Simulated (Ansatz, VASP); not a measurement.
# Cross-check of TiIn15Se16 (Ti_In) between VASP and Ansatz

Aim: how closely do two programs agree when they are given the same cell, functional and k mesh? The cell is taken from a series of runs on this material, whose earlier steps may have relaxed, scaled, displaced or heated it; both programs get it as it stands.

Main program and level: Ansatz 0.2.0; plane waves, with VASP 6.6.1 beside it; LDA.

**1. The starting structure**

The cell holds 32 atoms: 15 In, 16 Se and 1 Ti. Its edges and angles: a = 15.864 Å, b = 11.653 Å, c = 34.000 Å, α = 90.0°, β = 90.0°, γ = 109.9°. It derives from InSe (InSe monolayer (from C2/m)), repeated 4×2×1. Vacuum lies along c. Nearest the centre at fractional (0.499, 0.496, 0.509): Ti32 at 0.39 Å, In11 at 2.43 Å, Se20 at 2.54 Å, Se24 at 2.59 Å, Se21 at 2.60 Å, In6 at 3.51 Å, In10 at 3.58 Å, In7 at 4.00 Å.

**2. Ansatz: single point, LDA**

Ansatz runs on its default PAW (the set named soft_2) files.

With cell and atoms fixed, the geometry can't cause a difference; cores, projectors, grids and the points listed under the comparison can.

The input, input.yaml:

```yaml
crystal:
  lattice:
    - [15.86363157, 0.0, 0.0]
    - [-3.96590789, 10.95743643, 0.0]
    - [0.0, 0.0, 34.0]
  atoms:
    - { symbol: In, position: [-0.00064576, -0.00149594, 0.50809346] }
    - { symbol: In, position: [0.05996701, 0.24063198, 0.48971021] }
    - { symbol: Se, position: [0.10068197, 0.40344969, 0.54783522] }
    - { symbol: Se, position: [0.20969572, 0.33684559, 0.4496947] }
    - { symbol: In, position: [-0.00104004, 0.49819659, 0.50773997] }
    - { symbol: In, position: [0.0605058, 0.74140315, 0.48929106] }
    - { symbol: Se, position: [0.10054914, 0.9027009, 0.54815386] }
    - { symbol: Se, position: [0.21061748, 0.84180301, 0.45000636] }
    - { symbol: In, position: [0.25011031, -0.00157015, 0.50941891] }
    - { symbol: In, position: [0.30797997, 0.23961508, 0.49001867] }
    - { symbol: Se, position: [0.3536322, 0.40766641, 0.54746081] }
    - { symbol: Se, position: [0.46153911, 0.33835398, 0.45218909] }
    - { symbol: In, position: [0.24840294, 0.50241009, 0.50728386] }
    - { symbol: In, position: [0.31174238, 0.74489446, 0.48961468] }
    - { symbol: Se, position: [0.35037173, 0.90388249, 0.54942461] }
    - { symbol: Se, position: [0.46508003, 0.82961205, 0.45395006] }
    - { symbol: In, position: [0.50231794, -0.00889732, 0.51108145] }
    - { symbol: In, position: [0.56161611, 0.23286518, 0.4907346] }
    - { symbol: Se, position: [0.60101606, 0.40338562, 0.54804162] }
    - { symbol: Se, position: [0.70811876, 0.33079675, 0.44996856] }
    - { symbol: Ti, position: [0.4922327, 0.46082958, 0.51185196] }
    - { symbol: In, position: [0.55480697, 0.71459225, 0.49820584] }
    - { symbol: Se, position: [0.60255906, 0.90305867, 0.55257944] }
    - { symbol: Se, position: [0.7002696, 0.8271445, 0.45319616] }
    - { symbol: In, position: [0.74576541, -0.00777734, 0.50961864] }
    - { symbol: In, position: [0.80969801, 0.23484971, 0.49033734] }
    - { symbol: Se, position: [0.85076682, 0.40151366, 0.54780888] }
    - { symbol: Se, position: [0.95805444, 0.33463128, 0.4497987] }
    - { symbol: In, position: [0.75226983, 0.49874047, 0.5065595] }
    - { symbol: In, position: [0.81075673, 0.74171977, 0.48893329] }
    - { symbol: Se, position: [0.85199125, 0.9009321, 0.54827662] }
    - { symbol: Se, position: [0.96044475, 0.83842287, 0.44925133] }
  periodic: [true, true, false]
basis:
  ecutwfc: 420
  xc_grid: 2
hamiltonian:
  xc: lda
kpoints:
  mp_grid: { grid: [1, 2, 1] }
magnetization:
  spin_polarized: true
  initial_magnetization: 1
  spin_locking: { lock_magnetization: hard }
scf:
  occupations: { method: fermi_dirac, width: 0.01 }
  max_iter: 80
output:
  forces: true
  eigenvalues: true
  eigenstates: { localisation: true }
  populations: true
  band_densities: [{ bands: [v1, v1] }, { bands: [c1, c1] }]
  write_density: true
  write_potential: true
  volumetric_format: npy
checkpoint:
  write: "../q0_M1.point.lda.run"
  compress: false
  write_wavefunctions: false
  write_every: 100000
```

On the command line:

```
$ ansatz run input.yaml --threads 4 --pin off --max-ram 10362MiB --backend cpu --events-out ev --progress --plain --runs-dir out
```

Numbers of over 12 decimals in the logs are rounded to 6 here.

Output:

```text
Engine: ansatz 0.2.0, aarch64-unknown-linux-gnu
Pseudopotentials: kind: paw
Pseudopotential: In, paw, valence charge 13, recommended cutoff 420 eV (normal), In.paw.azcp
Pseudopotential: Se, paw, valence charge 16, recommended cutoff 420 eV (normal), Se.paw.azcp
Pseudopotential: Ti, paw, valence charge 12, recommended cutoff 420 eV (normal), Ti.paw.azcp
Functional definition: SPW92
  exchange = slater_x
  correlation = pw_c
Crystal: 32 atoms, lattice volume = 5910.041 Å³
Basis set: ecut = 420 eV, 115555 PW (Γ), exchange–correlation on 216×160×480 points (8 copies of the dense FFT grid, shifted against one another)
Bands: 279, of which v1, the nominal top of the filled ones, is band 232 counted from 1 (231 counted from 0)
Symmetry: 1 space group operations
Space group: P1 (ITA 1), of the structure as read, at distance tolerance 1.8e-4 Å
Magnetic group: BNS 1.1 (UNI 1), of the structure as read, at distance tolerance 1.8e-4 Å
k-points: 2
Non-local potential: In, projectors of the file, l = 0: 2, l = 1: 2, l = 2: 2, l = 3: 2
Non-local potential: Se, projectors of the file, l = 0: 2, l = 1: 2, l = 2: 3, l = 3: 1
Non-local potential: Ti, projectors of the file, l = 0: 3, l = 1: 2, l = 2: 3, l = 3: 1
PAW form: soft (Blöchl's): semilocal exchange-correlation on the pseudo side does not see the compensation charge
PAW frozen core: In, regenerated for the run's functional, and the local potential with it (the file was generated under x = pbe(κ = 0.804, μ = 0.219515), c = pbe(β = 0.066725))
PAW frozen core: Se, regenerated for the run's functional, and the local potential with it (the file was generated under x = pbe(κ = 0.804, μ = 0.219515), c = pbe(β = 0.066725))
PAW frozen core: Ti, regenerated for the run's functional, and the local potential with it (the file was generated under x = pbe(κ = 0.804, μ = 0.219515), c = pbe(β = 0.066725))
PAW one-centre angular grid: In, 590 points (default); XC on 64 Gauss nodes
PAW one-centre angular grid: Se, 590 points (default); XC on 64 Gauss nodes
PAW one-centre angular grid: Ti, 590 points (default); XC on 64 Gauss nodes
Initial density: superposition of atomic densities (neutral atoms: chi_scale 0, normalization atom)
Starting moments: Σ|m| = 1 μB on 32 of 32 sites
Initial wavefunctions: pseudopotential atomic-orbital guess
Functional: x = slater, c = lda
iter 1 solved again at ethr=1.82e-3 eV; its pass at ethr=1.00e-1 eV (dr2=8.44e0 eV) is discarded
SCF iter   1: F=—  HF=-170437.726134 eV  |F-HF|=—  |Δ(HF+E_count)|=         —  Δρ=5.89e-3 (↑5.89e-3 ↓5.72e-3)  dr2=1.15e1  dr2_m=2.81e-1  M=1.000 μB ∫|m|=1.108 μB  β_m=0.30  ethr=1.82e-3  ⟨swp⟩=20.0  Hψ=7415  notcnv=17
eigensolver tolerance schedule calibrated: the retry pair's looser diagonalisation under-reported the residual by θ = 0.26 (0.15/decade); ethr = c·dr2/N_el runs at the constant in force after the calibration composes with the one it found (an armed cap, an earlier calibration), c = 4.4e-2
preconditioner: auto → Resta (q_TF=auto, 1.785 Å⁻¹)  ε∞=1.4  [insulator: Δε(μ)=0.064 eV  Ē_g=13.132 eV  σ=0.010 eV  W_gap=0.92  n_scr=584 (ndim 8)  ℏωp=8.3 eV  f_vac=0.801  D(μ)=4.05/eV (n_scr^D=2)  ε∞_Penn≈1.4  vacuum switching on, ρ_ref=1.3e-2 e/Å³]
spin=Collinear: Resta preconditioning applied to the charge; magnetization (m = ρ↑ − ρ↓) channel mixes plain (no charge-response kernel on spin).
SCF iter   2: F=—  HF=-170443.806175 eV  |F-HF|=—  |Δ(HF+E_count)|=    6.08e0  Δρ=4.04e-3 (↑3.71e-3 ↓4.04e-3)  dr2=4.17e0  dr2_m=1.03e-1  M=1.000 μB ∫|m|=1.099 μB  β_m=0.49  ethr=1.08e-3  ⟨swp⟩=12.0  Hψ=2855  notcnv=2  defer=11
SCF iter   3: F=—  HF=-170450.310182 eV  |F-HF|=—  |Δ(HF+E_count)|=    6.50e0  Δρ=3.31e-3 (↑3.31e-3 ↓1.23e-3)  dr2=2.16e0  dr2_m=1.09e-1  M=1.000 μB ∫|m|=1.225 μB  β_m=0.42  ethr=3.93e-4  ⟨swp⟩=14.0  Hψ=4064  notcnv=0  defer=25
SCF iter   4: F=—  HF=-170450.562687 eV  |F-HF|=—  |Δ(HF+E_count)|=   2.53e-1  Δρ=9.83e-4 (↑9.83e-4 ↓9.81e-4)  dr2=1.68e-1  dr2_m=9.97e-3  M=1.000 μB ∫|m|=1.166 μB  β_m=0.58  ethr=2.04e-4  ⟨swp⟩=9.0  Hψ=3289  notcnv=0  defer=39
SCF iter   5: F=—  HF=-170450.669205 eV  |F-HF|=—  |Δ(HF+E_count)|=   1.07e-1  Δρ=4.85e-4 (↑4.85e-4 ↓2.85e-4)  dr2=7.36e-2  dr2_m=2.93e-3  M=1.000 μB ∫|m|=1.189 μB  β_m=0.52  ethr=1.58e-5  ⟨swp⟩=11.8  Hψ=4471  notcnv=0  defer=49
SCF iter   6: F=—  HF=-170450.677960 eV  |F-HF|=—  |Δ(HF+E_count)|=   8.76e-3  Δρ=1.53e-4 (↑1.53e-4 ↓1.39e-4)  dr2=8.00e-3  dr2_m=3.28e-4  M=1.000 μB ∫|m|=1.190 μB  β_m=0.56  ethr=6.95e-6  ⟨swp⟩=8.5  Hψ=3217  notcnv=0  defer=56
SCF iter   7: F=—  HF=-170450.677733 eV  |F-HF|=—  |Δ(HF+E_count)|=   2.27e-4  Δρ=6.64e-5 (↑6.64e-5 ↓5.61e-5)  dr2=1.43e-3  dr2_m=4.86e-5  M=1.000 μB ∫|m|=1.193 μB  β_m=0.53  ethr=7.55e-7  ⟨swp⟩=11.8  Hψ=4528  notcnv=0  defer=50
[...]
k-point 0 ↓: bands = [... 228 lower, -6.0260, -5.8824, -5.6352, -4.0413, -3.9493, -3.9389, -3.6523, -3.5466, ... 43 higher]
  k-point 1 ↓: bands = [... 228 lower, -6.2677, -6.0084, -5.8147, -4.0308, -3.9639, -3.7910, -3.5990, -3.5829, ... 43 higher]
  ° read free of the cell's end (the report's vacuum.weakly_bound_levels)
--- Löwdin populations: 32 sites ---
  site symbol       q [e]    m [muB]
     0     In     12.6997     0.0001
     1     In     12.7013     0.0006
     2     Se     16.2232     0.0044
     3     Se     16.2206     0.0049
     4     In     12.7075     0.0054
     5     In     12.6984     0.0009
     6     Se     16.2260     0.0019
     7     Se     16.2241     0.0054
     8     In     12.6912     0.0017
     9     In     12.7485     0.0170
    10     Se     16.2329    -0.0317
    11     Se     16.2139    -0.0155
    12     In     12.7326     0.0432
    13     In     12.7040     0.0115
    14     Se     16.2240     0.0017
    15     Se     16.2328    -0.0027
    16     In     12.6949     0.0029
    17     In     12.7482     0.0148
    18     Se     16.2348    -0.0327
    19     Se     16.2244     0.0052
    20     Ti     11.2918     0.8445
    21     In     12.9388     0.0189
    22     Se     16.2349     0.0121
    23     Se     16.2373    -0.0033
    24     In     12.7045     0.0022
    25     In     12.7032     0.0008
    26     Se     16.2227     0.0019
    27     Se     16.2299     0.0016
    28     In     12.7358     0.0389
    29     In     12.7051     0.0108
    30     Se     16.2300     0.0028
    31     Se     16.2273     0.0061
  spilling = 0.002496 (of n_electrons = 463.000000)
--- Band densities, each state counted as filled ---
  window                                       electrons  max residual (eV)  cut levels
  bands: [v1, v1]                    1.000000 + 1.000000             3.7e-4           0
  bands: [c1, c1]                    1.000000 + 1.000000             3.5e-4           0
```

**3. VASP: single point, LDA**

The same cell, functional (in two slightly different forms), mesh and smearing now go to VASP, with its own data sets.

Lines of VASP's logs that name or quote its potential files are left out, and so is its time.

The input, INCAR:

```
SYSTEM = TiIn15Se16
PREC = Accurate
ENCUT = 400
EDIFF = 1E-06
NELM = 200
ISMEAR = -1
SIGMA = 0.01
LREAL = Auto
ALGO = Normal
GGA = PW92
NBANDS = 176
ISPIN = 2
MAGMOM = 0 0 0 0 0 0 0.02 0.01 0 0 0 0 0 0.01 0.01 0 0 0 0 -0.01 -0.01 0 -0 -0.01 0 0.01 -0 0 0 0 0 0.6
LASPH = .TRUE.
LMAXMIX = 4
LORBIT = 11
LWAVE = .FALSE.
LCHARG = .FALSE.
ISIF = 2
LDIPOL = .TRUE.
IDIPOL = 3
DIPOL = 0.5 0.5 0.5
LVHAR = .TRUE.
NUPDOWN = 1
GGA_COMPAT = .FALSE.
NELMDL = -8
KPAR = 2
```

The input, POSCAR:

```
TiIn15Se16
1.0
   15.8636315738      0.0000000000      0.0000000000
   -3.9659078934     10.9574364305      0.0000000000
    0.0000000000      0.0000000000     34.0000000000
In Se Ti
15 16 1
Direct
    0.9993542376      0.9985040632      0.5080934631
    0.0599670126      0.2406319789      0.4897102069
    0.9989599589      0.4981965930      0.5077399716
    0.0605057988      0.7414031464      0.4892910618
    0.2501103104      0.9984298493      0.5094189074
    0.3079799669      0.2396150763      0.4900186709
    0.2484029417      0.5024100852      0.5072838569
    0.3117423826      0.7448944573      0.4896146750
    0.5023179367      0.9911026759      0.5110814451
    0.5616161128      0.2328651765      0.4907346046
    0.5548069668      0.7145922490      0.4982058379
    0.7457654091      0.9922226595      0.5096186412
    0.8096980085      0.2348497098      0.4903373429
    0.7522698268      0.4987404728      0.5065594956
    0.8107567301      0.7417197654      0.4889332871
    0.1006819668      0.4034496866      0.5478352204
    0.2096957244      0.3368455851      0.4496947032
    0.1005491433      0.9027008997      0.5481538569
    0.2106174776      0.8418030076      0.4500063601
    0.3536321985      0.4076664145      0.5474608061
    0.4615391127      0.3383539802      0.4521890946
    0.3503717304      0.9038824867      0.5494246106
    0.4650800263      0.8296120454      0.4539500623
    0.6010160572      0.4033856166      0.5480416230
    0.7081187585      0.3307967472      0.4499685588
    0.6025590604      0.9030586703      0.5525794395
    0.7002696009      0.8271445048      0.4531961643
    0.8507668232      0.4015136587      0.5478088798
    0.9580544392      0.3346312812      0.4497987002
    0.8519912526      0.9009321008      0.5482766240
    0.9604447489      0.8384228654      0.4492513339
    0.4922327019      0.4608295773      0.5118519631
```

The input, KPOINTS:

```
Automatic mesh
0
Gamma
1 2 1
0 0 0
```

Potentials, in the order of the species: In_d, Se and Ti_sv (LDA family, release 64).

On the command line:

```
$ mpirun -np 4 vasp_std
```

Output:

```text
[banner, memory and clock lines left out]
running    4 mpi-ranks, on    1 nodes
[...]
|                                                                             |
|               ----> ADVICE to this user running VASP <----                  |
|                                                                             |
|     You enforced a specific xc type in the INCAR file but a different       |
|     [... a line on the potential file left out ...]
|     I HOPE YOU KNOW WHAT YOU ARE DOING!                                     |
|                                                                             |

 LDA part: xc-table for (Slater(with rela. corr.)+PW92), standard interpolation
|                                                                             |
|           W    W    AA    RRRRR   N    N  II  N    N   GGGG   !!!           |
|           W    W   A  A   R    R  NN   N  II  NN   N  G    G  !!!           |
|           W    W  A    A  R    R  N N  N  II  N N  N  G       !!!           |
[...]
|                                                                             |
|        The reciprocal lattice is simple monoclinic,                         |
|        whereas your k-lattice is base centered orthorhombic.                |
|                                                                             |
|     Results are often still useful ...                                      |
|                                                                             |

 POSCAR, INCAR and KPOINTS ok, starting setup
[...]
entering main loop
       N       E                     dE             d eps       ncg     rms          rms(c)
DAV:   1     0.241357729504E+04    0.24136E+04   -0.96281E+04  1776   0.995E+02
DAV:   2     0.223045272175E+03   -0.21905E+04   -0.21561E+04  1792   0.301E+02
DAV:   3    -0.126893758430E+03   -0.34994E+03   -0.34760E+03  1912   0.137E+02
DAV:   4    -0.139923396612E+03   -0.13030E+02   -0.12915E+02  1672   0.319E+01
[...]
DAV:  40    -0.134164381376E+03   -0.28600E-05    0.11925E-07   832   0.590E-04    0.155E-04
DAV:  41    -0.134164383035E+03   -0.16586E-05    0.14089E-07   824   0.415E-04    0.102E-04
DAV:  42    -0.134164383594E+03   -0.55859E-06    0.16260E-07   768   0.329E-04
   1 F= -.13416438E+03 E0= -.13416431E+03  d E =-.153820E-03  mag=     1.0000
```

From OUTCAR (step 3):

```text
  Total        1.5138026     -0.8153168      0.2227891     -0.0438713     -0.0178742      0.0128220
  in kB        0.4103830     -0.2210276      0.0603968     -0.0118932     -0.0048456      0.0034760
  external PRESSURE =       0.0832507 kB  Pullay stress =       0.0000000 kB

 POSITION                                       TOTAL-FORCE (eV/Angst)
 -----------------------------------------------------------------------------------
     11.89341     10.94104     17.27518         0.005740      0.010266      0.001878
     -0.00303      2.63671     16.65015         0.002899     -0.017571      0.000610
     13.87133      5.45896     17.26316         0.004244      0.019387     -0.007574
     -1.98049      8.12388     16.63590         0.005052     -0.014597     -0.007728
      0.00798     10.94023     17.32024         0.000770      0.014665      0.005366
      3.93539      2.62557     16.66063         0.005530     -0.012443      0.004501
      1.94806      5.50513     17.24765         0.004724      0.013290     -0.000725
      1.99118      8.16213     16.64690         0.005479     -0.020662      0.003173
      4.03796     10.85994     17.37677         0.001685      0.021782      0.003347
      7.98575      2.55161     16.68498        -0.008755     -0.013087     -0.000923
      5.96725      7.83010     16.93900        -0.002548     -0.022465      0.004240
      7.89548     10.87222     17.32703         0.001207      0.014046     -0.005810
     11.91336      2.57335     16.67147        -0.001441     -0.015261      0.008314
      9.95577      5.46492     17.22302        -0.004048      0.015428     -0.000102
[...]
-----------------------------------------------------------------------------------
    total drift:                               -0.002173     -0.012658     -0.040993

  FREE ENERGIE OF THE ION-ELECTRON SYSTEM (eV)
  ---------------------------------------------------
  free  energy   TOTEN  =      -134.1643835936 eV

  energy  without entropy=     -134.1642297740  energy(sigma->0) =     -134.16430668

 magnetization (x)
# of ion       s       p       d       tot
------------------------------------------
    1       -0.000  -0.000   0.000  -0.000
    2        0.000  -0.000   0.000   0.000
    3        0.001   0.001   0.000   0.002
    4       -0.000   0.000   0.000   0.000
    5       -0.000  -0.000   0.000  -0.000
    6        0.001   0.004  -0.000   0.005
    7        0.013   0.011   0.000   0.024
    8        0.007   0.002  -0.000   0.008
    9        0.000   0.000   0.000   0.001
   10        0.001   0.004  -0.000   0.004
   11       -0.009   0.008   0.003   0.002
   12        0.000   0.001  -0.000   0.001
   13        0.000   0.000   0.000   0.000
[...]
--------------------------------------------------
tot          0.042   0.008   0.679   0.729

[... 3 further parts left out ...]
[key lines of the parts left out:]
E-fermi :  -3.8837
```

The cell holds one magnetic atom, so no antiferromagnetic order fits into it.

**4. Comparison**

Known differences besides the potentials themselves: VASP starts from the moments at which Ansatz ended; Ansatz cuts the interaction across the vacuum, VASP repeats the sheet with a dipole correction (LDIPOL); the data sets hold 463 valence electrons in Ansatz (on its default PAW (the set named soft_2) files) and 303 in VASP; the cutoff is 420 eV in Ansatz and 400 eV in VASP (PREC = Accurate, projectors in real space); VASP's log shows a relativistic correction to its local exchange, Ansatz's none; site moments are counted in spheres of each program's own size. Total energies have different zeros and are not compared.

Both answers:

| quantity | Ansatz | VASP | difference |
| --- | --- | --- | --- |
| total moment, fixed by the input (μB) | 1.00 | 1.00 | 0.00 |
| moment on Ti32 (μB) | 0.60 | 0.67 | -0.07 |

The largest component of a force difference here is 42 meV/Å. Where the cell holds vacuum, a pressure given here is an average over it and none of the material.

**5. Results**

```json
{
  "r.m.s. force difference (single point, LDA)": "14 meV/Å"
}
```

In words: The r.m.s. force difference is 14 meV/Å (single point, LDA), beyond the 12 meV/Å picked in this series as the mark of a large difference. The data sets hold unlike numbers of valence electrons (463 in Ansatz and 303 in VASP), so part of the differences may come from the potentials. What causes the difference of the single point, LDA pair stays open here. How closely two codes agree says nothing of how well the functional describes the real material.

[Lines on the potential files, build, host, timing and source positions are cut from VASP's logs without a mark.]

[Logs are printed without paths, hosts, clocks, repeated set-up lines and the standing remarks that a program may print on its own settings, such as how far it seeks lower states.]

[Hosts, paths, dates, database ids (printed as entryN), source tags and the programs' standing remarks are cut or masked in the printed files.]
